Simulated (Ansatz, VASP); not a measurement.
# Mg (Magnesium) in two plane-wave programs

Wanted: the spread between two codes on one cell, functional and k mesh. The cell is taken from a series of runs on this material, whose earlier steps may have relaxed, scaled, displaced or heated it; both programs get it as it stands.

Method: plane waves, with VASP 6.6.1 beside it; zone-centre phonons at LDA, in Ansatz 0.2.0.

### 1. Starting point

It takes space group P6_3/mmc (No. 194, hexagonal). The conventional cell has a = 3.134 Å, b = 3.134 Å, c = 5.132 Å, α = 90.00°, β = 90.00°, γ = 120.00°. Mg has 12 Mg at 3.13 to 3.14 Å nearest.

### 2. VASP: zone-centre phonons, LDA, pair 1

Second derivatives magnify differences that forces hide, and they need a tight electronic threshold.

Lines of VASP's logs that name or quote its potential files are left out, and so is its time.

The input, INCAR:

```
SYSTEM = Mg
PREC = Accurate
ENCUT = 600
EDIFF = 1E-08
NELM = 120
ISMEAR = 1
SIGMA = 0.2
LREAL = .FALSE.
ALGO = Normal
GGA = CA
NBANDS = 8
LORBIT = 11
LWAVE = .FALSE.
LCHARG = .FALSE.
ISIF = 2
IBRION = 8
LASPH = .TRUE.
GGA_COMPAT = .FALSE.
KPAR = 2
```

The input, POSCAR:

```
Mg
1.0
    3.1344999281      0.0000000000      0.0000000000
   -1.5672499640      2.7145565659      0.0000000000
    0.0000000000      0.0000000000      5.1322154765
Mg
2
Direct
    0.3333333305      0.6666666695      0.2500000000
    0.6666666695      0.3333333305      0.7500000000
```

The input, KPOINTS:

```
Automatic mesh
0
Gamma
15 15 8
0 0 0
```

Potentials, in the order of the species: Mg (LDA family, release 64).

Run with:

```console
$ mpirun -np 2 vasp_std
```

Numbers of over 12 decimals in the logs are rounded to 6 here.

The log of the run:

```text
[banner, memory and clock lines left out]
running    2 mpi-ranks, on    1 nodes
 distrk:  each k-point on    1 cores,    2 groups
 distr:  one band on    1 cores,    1 groups

 POSCAR found type information on POSCAR Mg
 POSCAR found :  1 types and       2 ions
 LDA part: xc-table for (Slater(with rela. corr.)+CA(PZ))
 , standard interpolation
 POSCAR, INCAR and KPOINTS ok, starting setup
 FFT: planning ... GRIDC
 FFT: planning ... GRID_SOFT
 FFT: planning ... GRID
 WAVECAR not read
 entering main loop
       N       E                     dE             d eps       ncg     rms          rms(c)
DAV:   1    -0.948181707425E+00   -0.94818E+00   -0.14325E+03  2160   0.399E+02
DAV:   2    -0.362167892064E+01   -0.26735E+01   -0.25460E+01  3000   0.234E+01
DAV:   3    -0.363767197478E+01   -0.15993E-01   -0.15948E-01  2936   0.221E+00
DAV:   4    -0.363770489345E+01   -0.32919E-04   -0.32919E-04  3040   0.860E-02
DAV:   5    -0.363770495617E+01   -0.62724E-07   -0.62476E-07  2896   0.271E-03    0.941E-01
DAV:   6    -0.362605349126E+01    0.11651E-01   -0.61770E-04  2640   0.153E-01    0.598E-01
DAV:   7    -0.361682245821E+01    0.92310E-02   -0.21262E-03  2296   0.280E-01    0.301E-02
DAV:   8    -0.361681461995E+01    0.78383E-05   -0.15692E-05  3464   0.227E-02    0.660E-03
DAV:   9    -0.361681359336E+01    0.10266E-05   -0.65915E-07  2496   0.418E-03    0.591E-04
DAV:  10    -0.361681358156E+01    0.11797E-07   -0.22415E-09  3176   0.344E-04    0.117E-04
DAV:  11    -0.361681358173E+01   -0.17300E-09   -0.94022E-11  1592   0.785E-05
   1 F= -.36168136E+01 E0= -.36164904E+01  d E =-.969511E-03
 Linear response reoptimize wavefunctions to high precision
DAV:   1    -0.361681358173E+01   -0.21885E-11   -0.36032E-12  1912   0.108E-05
 Linear response DOF=           2
 Linear response progress:
  Degree of freedom:   1/  2
       N       E                     dE             d eps       ncg     rms          rms(c)
RMM:   1    -0.136643040006E-02   -0.13664E-02   -0.97799E-04 16288   0.182E-01
RMM:   2    -0.137224674380E-02   -0.58163E-05   -0.52612E-06 13994   0.133E-02    0.217E-02
RMM:   3    -0.135621633843E-02    0.16030E-04   -0.23917E-07 14288   0.379E-03    0.137E-02
RMM:   4    -0.135272589302E-02    0.34904E-05   -0.50075E-07 13442   0.584E-03    0.640E-04
RMM:   5    -0.135322762850E-02   -0.50174E-06   -0.13653E-08 15015   0.651E-04    0.106E-04
RMM:   6    -0.135328632044E-02   -0.58692E-07    0.42722E-10 15256   0.665E-05    0.131E-05
RMM:   7    -0.135331419762E-02   -0.27877E-07   -0.42357E-09 15329   0.117E-05    0.251E-06
RMM:   8    -0.135331125146E-02    0.29462E-08    0.17107E-09 14234   0.323E-06    0.249E-07
 first order change of Fermi-energy   0.86451E-07
 force on displaced ion       1 direction 1 :  -0.709   0.000   0.000
 Linear response progress:
  Degree of freedom:   2/  2
       N       E                     dE             d eps       ncg     rms          rms(c)
RMM:   1    -0.136102678991E-01   -0.13610E-01   -0.74162E-02  6923   0.309E-01
RMM:   2    -0.430733537388E-02    0.93029E-02   -0.12727E-03  4732   0.397E-02    0.305E-02
RMM:   3    -0.417068008487E-02    0.13666E-03   -0.70906E-05  4787   0.126E-02    0.136E-02
RMM:   4    -0.419555140863E-02   -0.24871E-04   -0.15810E-05  4848   0.647E-03    0.516E-03
RMM:   5    -0.419403103342E-02    0.15204E-05   -0.34380E-06  4961   0.273E-03    0.246E-04
RMM:   6    -0.419411466969E-02   -0.83636E-07    0.36148E-07  5065   0.279E-04    0.140E-04
RMM:   7    -0.419430372052E-02   -0.18905E-06   -0.11899E-07  5037   0.804E-05    0.722E-06
RMM:   8    -0.419433211610E-02   -0.28396E-07    0.16004E-09  5223   0.134E-05    0.272E-06
RMM:   9    -0.419432375401E-02    0.83621E-08    0.10118E-08  4911   0.428E-06    0.822E-07
 first order change of Fermi-energy  -0.44126E-05
 force on displaced ion       1 direction 3 :  -0.000   0.000  -2.714
 Linear response finished
```

Parts of OUTCAR (step 2):

```text
ion  position               nearest neighbor table
   1  0.333  0.667  0.250-   2 3.14   2 3.14   2 3.14   2 3.14   2 3.14   2 3.14
   2  0.667  0.333  0.750-   1 3.14   1 3.14   1 3.14   1 3.14   1 3.14   1 3.14

  LATTYP: Found a hexagonal cell.
 ALAT       =     3.1344999281
 C/A-ratio  =     1.6373315024

 Subroutine GETGRP returns: Found 24 space group operations
 (whereof 12 operations were pure point group operations)

The static configuration has the point symmetry D_3d.
 The point group associated with its full space group is D_6h.

 Found    135 irreducible k-points:

   k-points           NKPTS =    135   k-points in BZ     NKDIM =    135   number of bands    NBANDS=      8

   dimension x,y,z NGX =    28 NGY =   28 NGZ =   42
   dimension x,y,z NGXF=    56 NGYF=   56 NGZF=   84

   ENCUT  =  600.0 eV  44.10 Ry    6.64 a.u.   6.26  6.26 10.25*2*pi/ulx,y,z

   NELECT =       4.0000    total number of electrons

 k-points in reciprocal lattice and weights: Automatic mesh
   0.00000000  0.00000000  0.00000000       0.001
   0.06666667  0.00000000  0.00000000       0.003
   0.13333333  0.00000000  0.00000000       0.003
   0.20000000 -0.00000000  0.00000000       0.003
   0.26666667  0.00000000  0.00000000       0.003
   0.33333333  0.00000000  0.00000000       0.003
   0.40000000  0.00000000  0.00000000       0.003
   0.46666667  0.00000000  0.00000000       0.003
   0.06666667  0.06666667  0.00000000       0.003
[...]
0.33333333  0.26666667  0.50000000       0.007
   0.33333333  0.33333333  0.50000000       0.001

 average (electrostatic) potential at core
       1 -39.0343       2 -39.0343

  Total       -0.0888627     -0.0888627     -0.4311333     -0.0000000      0.0000000      0.0000000
  in kB       -3.2603050     -3.2603050    -15.8179479     -0.0000000      0.0000000      0.0000000
  external PRESSURE =      -7.4461860 kB  Pullay stress =       0.0000000 kB

  energy-cutoff  :      600.00
  volume of cell :       43.67
      direct lattice vectors                 reciprocal lattice vectors
     3.134499928  0.000000000  0.000000000     0.319030156  0.184192146  0.000000000
    -1.567249964  2.714556566  0.000000000     0.000000000  0.368384293  0.000000000
     0.000000000  0.000000000  5.132215476     0.000000000  0.000000000  0.194847626

 POSITION                                       TOTAL-FORCE (eV/Angst)
 -----------------------------------------------------------------------------------
     -0.00000      1.80970      1.28305        -0.000000      0.000000      0.000000
      1.56725      0.90485      3.84916         0.000000     -0.000000      0.000000
 -----------------------------------------------------------------------------------
    total drift:                                0.000000     -0.000000      0.000000

 Eigenvectors and eigenvalues of the dynamical matrix
 ----------------------------------------------------

   1 f  =    7.388376 THz    46.422535 2PiTHz  246.449693 cm-1    30.555854 meV
             X         Y         Z           dx          dy          dz
     -0.000000  1.809704  1.283054    -0.000000    0.000000    0.707107
      1.567250  0.904852  3.849162     0.000000    0.000000   -0.707107

   2 f  =    3.774891 THz    23.718343 2PiTHz  125.916827 cm-1    15.611690 meV
             X         Y         Z           dx          dy          dz
     -0.000000  1.809704  1.283054     0.474967    0.523838    0.000000
      1.567250  0.904852  3.849162    -0.474967   -0.523838    0.000000

   3 f  =    3.774891 THz    23.718343 2PiTHz  125.916827 cm-1    15.611690 meV
             X         Y         Z           dx          dy          dz
     -0.000000  1.809704  1.283054     0.523838   -0.474967   -0.000000
      1.567250  0.904852  3.849162    -0.523838    0.474967   -0.000000

   4 f  =    0.000000 THz     0.000000 2PiTHz    0.000002 cm-1     0.000000 meV
             X         Y         Z           dx          dy          dz
     -0.000000  1.809704  1.283054    -0.078761    0.408886    0.571497
      1.567250  0.904852  3.849162    -0.078761    0.408886    0.571497

   5 f  =    0.000000 THz     0.000000 2PiTHz    0.000002 cm-1     0.000000 meV
             X         Y         Z           dx          dy          dz
     -0.000000  1.809704  1.283054     0.331226   -0.485582    0.393065
      1.567250  0.904852  3.849162     0.331226   -0.485582    0.393065

   6 f  =    0.000000 THz     0.000000 2PiTHz    0.000001 cm-1     0.000000 meV
             X         Y         Z           dx          dy          dz
     -0.000000  1.809704  1.283054     0.619747    0.311484   -0.137445
      1.567250  0.904852  3.849162     0.619747    0.311484   -0.137445

 ELASTIC MODULI CONTR FROM IONIC RELAXATION (kBar)
 Direction    XX          YY          ZZ          XY          YZ          ZX
 --------------------------------------------------------------------------------
 XX         -30.9050     30.9050      0.0000     -0.0000     -0.0000      0.0000
 YY          30.9050    -30.9050     -0.0000     -0.0000      0.0000     -0.0000
 ZZ           0.0000     -0.0000     -0.0000     -0.0000      0.0000     -0.0000
 XY          -0.0000     -0.0000     -0.0000    -30.9050      0.0000     -0.0000
 YZ          -0.0000      0.0000      0.0000      0.0000     -0.0000      0.0000
 ZX           0.0000     -0.0000     -0.0000     -0.0000      0.0000     -0.0000
 --------------------------------------------------------------------------------
```

### 3. Ansatz: zone-centre phonons, LDA, pair 1

Ansatz runs on its PAW soft_1 files.

The same cell, functional (in two slightly different forms), mesh and smearing now go to Ansatz, which takes its cutoff from its data sets.

The input, input.yaml:

```yaml
crystal:
  lattice:
    - [3.1344999281, 0.0, 0.0]
    - [-1.567249964, 2.7145565659, 0.0]
    - [0.0, 0.0, 5.1322154765]
  atoms:
    - { symbol: Mg, position: [0.3333333305, 0.6666666695, 0.25] }
    - { symbol: Mg, position: [0.6666666695, 0.3333333305, 0.75] }
kpoints:
  mp_grid: { grid: [15, 15, 8] }
hamiltonian:
  xc: lda
  pseudopotentials: { kind: paw, azcp: { folder: soft_1 }, xc_functional: pbe }
scf:
  occupations: { method: methfessel_paxton, width: 0.2 }
output:
  eigenvalues: true
phonons:
  method: dfpt
```

Run with:

```console
$ ansatz run input.yaml --threads 4 --pin off --max-ram 10240MiB --backend cpu --events-out ev --progress --plain --runs-dir out
```

The log of the run:

```text
zone centre: on kpoints.mp_grid the ground state, and the responses unless they are solved on pairs of k-points, stand on 320 of the mesh's 1800 k-points, reduced under 4 symmetry operations, with k and −k counted as one. Each operation leaves every solved displacement unchanged or reverses it
Engine: ansatz 0.2.0, x86_64-unknown-linux-gnu
Pseudopotentials: kind: paw
Pseudopotential: Mg, paw, valence charge 10, recommended cutoff 420 eV (normal), soft_1/Mg.paw.azcp
Functional definition: SPW92
  exchange = slater_x
  correlation = pw_c
Crystal: 2 atoms, lattice volume = 43.669 Å³
Basis set: ecut = 420 eV, 845 PW (Γ), exchange–correlation on 48×48×72 points (8 copies of the dense FFT grid, shifted against one another)
Bands: 14, of which v1, the nominal top of the filled ones, is band 10 counted from 1 (9 counted from 0)
Symmetry: 24 space group operations
k-points: 320 of 1800 (irreducible under 4 space group operations, time reversal used)
Non-local potential: Mg, projectors of the file, l = 0: 3, l = 1: 2, l = 2: 1
PAW form: soft (Blöchl's): semilocal exchange-correlation on the pseudo side does not see the compensation charge
PAW frozen core: Mg, regenerated for the run's functional, and the local potential with it (the file was generated under x = pbe(κ = 0.804, μ = 0.219515), c = pbe(β = 0.066725))
PAW one-centre angular grid: Mg, 110 points (default); XC on 64 Gauss nodes
Initial density: superposition of atomic densities (chi_scale 0.1, normalization cell)
Initial wavefunctions: pseudopotential atomic-orbital guess
Functional: x = slater, c = lda
SCF iter   1: F=—  HF=-3803.253864 eV  |F-HF|=—  |Δ(HF+E_count)|=         —  Δρ=1.49e-2  dr2=1.08e-1  ethr=3.10e-3  ⟨swp⟩=5.0  Hψ=22552  notcnv=0
preconditioner: auto → none  [metal: Δε(μ)=0.028 eV  Ē_g=7.106 eV  σ=0.200 eV  W_gap=0.12  n_scr=8 (ndim 8)  ℏωp=11.2 eV  f_vac=0.000  D(μ)=0.94/eV (n_scr^D=2)  sad-step TF]
SCF iter   2: F=—  HF=-3803.224979 eV  |F-HF|=—  |Δ(HF+E_count)|=   2.89e-2  S|Δr|=    0.00e0  Δρ=9.41e-3  dr2=4.99e-2  ethr=5.40e-4  ⟨swp⟩=1.0  Hψ=7042  notcnv=0
SCF iter   3: F=—  HF=-3803.204977 eV  |F-HF|=—  |Δ(HF+E_count)|=   2.00e-2  S|Δr|=    0.00e0  Δρ=9.26e-4  dr2=4.88e-4  ethr=2.49e-4  ⟨swp⟩=2.3  Hψ=6753  notcnv=0
SCF iter   4: F=—  HF=-3803.204961 eV  |F-HF|=—  |Δ(HF+E_count)|=   1.62e-5  S|Δr|=    0.00e0  Δρ=1.49e-4  dr2=2.51e-6  ethr=2.44e-6  ⟨swp⟩=3.0  Hψ=7732  notcnv=0
SCF iter   5: F=—  HF=-3803.204969 eV  |F-HF|=—  |Δ(HF+E_count)|=   7.67e-6  S|Δr|=    0.00e0  Δρ=3.32e-6  dr2=2.28e-9  ethr=1.26e-8  ⟨swp⟩=2.0  Hψ=7150  notcnv=0
SCF iter   6: F=—  HF=-3803.204968 eV  |F-HF|=—  |Δ(HF+E_count)|=   1.04e-6  S|Δr|=    0.00e0  Δρ=2.35e-7  dr2=1.20e-11  ethr=1.14e-11  ⟨swp⟩=2.6  Hψ=8019  notcnv=0
SCF iter   7: F=-3803.204968 eV  HF=-3803.204968 eV  |F-HF|=4.55e-13  |Δ(HF+E_count)|=  3.64e-12  S|Δr|=    0.00e0  Δρ=4.89e-9  dr2=6.05e-15  ethr=1.00e-12  ⟨swp⟩=6.0  Hψ=21145  notcnv=0
SCF 1 converged in 7 iterations: F = -3803.204968 eV  dr2 = 6.05e-15
  greatest PAW one-centre occupation: 1.000 electrons in one spin orbital (limit 2), on the Mg atom at site 1 (counted from 0), in its partial waves of l = 1
DFPT response loops at Γ: preconditioner auto → Kerker (q_TF=auto, 2.395 Å⁻¹) (partly filled bands, converged f_vac=0.000); β = 1.00, the filter's whole step (`scf.mixing.beta` (0.50) is not read by the response loops under this deck's `scf.mixing.preconditioner`; to damp them name `kerker` or `kerker_dos`, under which they read `scf.mixing.beta`, and type it under 1.00, their step now; both keys bind the ground state too); Broyden in place of MSR1
SCF converged after 7 iterations
Stability not checked: this state was not tested for a lower state beside it, because cold or Methfessel-Paxton smearing, or corrected tetrahedra, fill the levels in a way that the test cannot read (fill_not_monotonic; see scf.lower_state_search)
Free energy (F): -3803.204968 eV
Harris-Foulkes:  -3803.204968 eV  (|F-HF|=4.55e-13)
Internal energy: -3803.203960 eV  (E = F + TS)
E sigma→0 (E₀):  -3803.204716 eV
Entropy (-TS):   -0.001008 eV (-0.504 meV/atom)
Fermi energy:    5.828258 eV
--- Per-component energies (eV) ---
  E_band       = -708.048797
  E_kinetic    = 139.705722
  E_local      = -3387.397614  (includes V_loc(G=0)·N_el)
  E_nonlocal   = 392.074018
  E_hartree    = 1152.039823
  E_xc         = -51.923646
  E_vxc        = -67.451720  (∫ρ·V_xc dr)
  E_paw        = -560.034874  (= ΣΔE_a)
  E_vpaw       = -89.058591  (= ΣTr[D̂ρ^β])
  E_aug_tail   = -0.000261  (compensation charges beyond the density's cutoff)
  E_ewald      = -1487.968087
  E_core_change = 0.300959  (= ΣΔE_core)
  E_smearing   = -0.001008  (= −TS)
  E_closure    = -0.000000  (closes the sum)
  Σ components = -3803.204968   (vs F -3803.204968, Δ=0.00e0)
--- Band table (eV; the first three rows and the last of 320) ---
  k-point 0: bands = [... 6 lower, -36.8461, -36.8461, -1.3026, 4.0617, 4.4772, 17.0951, 17.0951, 17.2621]
  k-point 1: bands = [... 6 lower, -36.8463, -36.8463, -1.2129, 2.9768, 5.7150, 16.8449, 17.1633, 17.1633]
  k-point 2: bands = [... 6 lower, -36.8469, -36.8469, -0.9444, 1.8652, 7.2850, 14.8850, 17.3599, 17.3599]
  k-point 319: bands = [... 6 lower, -36.8558, -36.8558, 3.3655, 3.3655, 8.4000, 8.4000, 9.9119, 9.9119]
--- Phonons (Γ-DFPT): 2 representative perturbations + reference, on 320 of 1800 k-points (Σ response iterations 6) ---
  k mesh reduced under 4 symmetry operations, with k and −k counted as one. Each operation leaves every solved displacement unchanged or reverses it
  ASR residual: 3.311e-6 → 0.000e0 eV/Å²; symmetrization residual: 1.672e-10 eV/Å²
  ASR residual per site (eV/Å²): 3.31e-6 3.31e-6
  Γ frequencies (cm⁻¹): 0.00 0.00 0.00 125.45 125.45 245.68
  non-analytic LO–TO correction: not included (Born effective charges unavailable; polar crystals: no LO–TO splitting at Γ)
```

### 4. Differences

Known differences besides the potentials themselves: the two LDA forms differ slightly; the data sets hold 20 valence electrons in Ansatz (on its PAW soft_1 files) and 4 in VASP; the cutoff is 420 eV in Ansatz and 600 eV in VASP; VASP's log shows a relativistic correction to its local exchange, Ansatz's none. Total energies have different zeros and are not compared.

Compared:

| quantity | Ansatz | VASP | difference |
| --- | --- | --- | --- |
| optical mode 1 to 2 (cm⁻¹) | 125.5 | 125.9 | -0.37 % |
| optical mode 3 (cm⁻¹) | 245.7 | 246.4 | -0.31 % |

Modes are paired by rising frequency, not by their patterns, so a pair may set unlike modes beside each other; they are those without the splitting of longitudinal modes.

[end of part 1 of 2]

[Lines on the potential files, build, host, timing and source positions are cut from VASP's logs without a mark.]

[Logs are printed without paths, hosts, clocks, repeated set-up lines and the standing remarks that a program may print on its own settings, such as how far it seeks lower states.]

[Hosts, paths, dates, database ids (printed as entryN), source tags and the programs' standing remarks are cut or masked in the printed files.]
